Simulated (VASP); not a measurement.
Given:

```xyz
4
Lattice="-1.7077 1.7077 6.7807 1.7077 -1.7077 6.7807 1.7077 1.7077 -6.7807" Properties=species:S:1:pos:R:3 pbc="T T T"
Zr     0.0000     0.0000    10.2726
Zr     0.0000     1.7077     0.1015
Si     0.0000     0.0000     2.1497
Si     0.0000     1.7077     5.5400
```

Calculation: PBEsol GGA, VASP's PBE PAW potentials (set 64) (plane waves; VASP). Settings: 400 eV cut-off, Gaussian smearing of 0.050 eV, potentials Zr_sv Si.

Question: Give the energies of bands 9 to 19 at the high-symmetry points, in eV from the Fermi level.

Answer: 
| band | Γ | X | P | N | M | S | R |
|---|---|---|---|---|---|---|---|
| 9 | -9.42 | -6.26 | -6.26 | -7.08 | -8.60 | -7.20 | -6.29 |
| 10 | -7.30 | -6.26 | -6.26 | -6.95 | -8.60 | -6.90 | -6.29 |
| 11 | -4.46 | -3.21 | -3.28 | -4.37 | -2.71 | -4.35 | -3.23 |
| 12 | -1.67 | -3.21 | -3.28 | -3.47 | -2.71 | -3.45 | -3.23 |
| 13 | -0.97 | -2.74 | -2.60 | -1.51 | -1.23 | -1.45 | -2.68 |
| 14 | -0.79 | -2.74 | -2.60 | -0.96 | -1.23 | -0.92 | -2.68 |
| 15 | 0.10 | -1.24 | -1.38 | -0.68 | -0.43 | -0.79 | -1.22 |
| 16 | 0.10 | -1.24 | -1.38 | -0.23 | -0.43 | -0.20 | -1.22 |
| 17 | 0.67 | 0.46 | 0.58 | 0.37 | 2.08 | 0.39 | 0.48 |
| 18 | 0.67 | 0.46 | 0.58 | 0.96 | 2.08 | 1.05 | 0.48 |
| 19 | 2.76 | 3.67 | 3.41 | 1.64 | 3.09 | 1.48 | 3.51 |

It has no gap at this level: it comes out as a metal or semimetal.

The structure was generated: ZrSi was put into the NbAs type (I4_1md), which need not be its known phase. It was relaxed first, which changed the volume by +5 %.
